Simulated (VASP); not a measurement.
Data:

```
Os
1.0
    1.38207    -2.39382     0.00000
    1.38207     2.39382     0.00000
    0.00000     0.00000     4.35459
Os
2
Direct
  0.33333   0.66667   0.25000
  0.66667   0.33333   0.75000
```

These are RPBE GGA, VASP's PBE PAW potentials (set 64) (plane waves; VASP 6.6.1) values and carry that method's errors. Run with 520 eV cut-off, Gaussian smearing of 0.050 eV, potentials Os.

Q: Give the energies of bands 1 to 11 at the high-symmetry points, in eV from the Fermi level.

A: 
```json
[
 {"band": "1", "Γ": "-10.68", "M": "-6.95", "K": "-6.28", "A": "-8.29", "L": "-7.20", "H": "-5.63"},
 {"band": "2", "Γ": "-7.53", "M": "-6.81", "K": "-5.26", "A": "-8.29", "L": "-7.20", "H": "-5.63"},
 {"band": "3", "Γ": "-2.95", "M": "-6.21", "K": "-5.26", "A": "-3.44", "L": "-5.12", "H": "-4.78"},
 {"band": "4", "Γ": "-2.95", "M": "-3.44", "K": "-4.48", "A": "-3.44", "L": "-5.12", "H": "-4.78"},
 {"band": "5", "Γ": "-2.67", "M": "-2.86", "K": "-3.32", "A": "-3.15", "L": "-1.19", "H": "-3.34"},
 {"band": "6", "Γ": "-2.14", "M": "-2.48", "K": "-3.32", "A": "-3.15", "L": "-1.19", "H": "-3.34"},
 {"band": "7", "Γ": "-2.14", "M": "-1.81", "K": "-1.29", "A": "-3.15", "L": "-0.18", "H": "-1.31"},
 {"band": "8", "Γ": "-1.55", "M": "1.88", "K": "1.40", "A": "-3.15", "L": "-0.18", "H": "-1.31"},
 {"band": "9", "Γ": "-1.55", "M": "2.42", "K": "1.40", "A": "0.82", "L": "2.20", "H": "1.52"},
 {"band": "10", "Γ": "0.03", "M": "2.56", "K": "1.96", "A": "0.82", "L": "2.20", "H": "1.52"},
 {"band": "11", "Γ": "1.58", "M": "4.18", "K": "5.18", "A": "0.82", "L": "3.14", "H": "8.03"}
]
```

It has no gap at this level: it comes out as a metal or semimetal.

The compound is Os in the hcp structure. It was relaxed first.
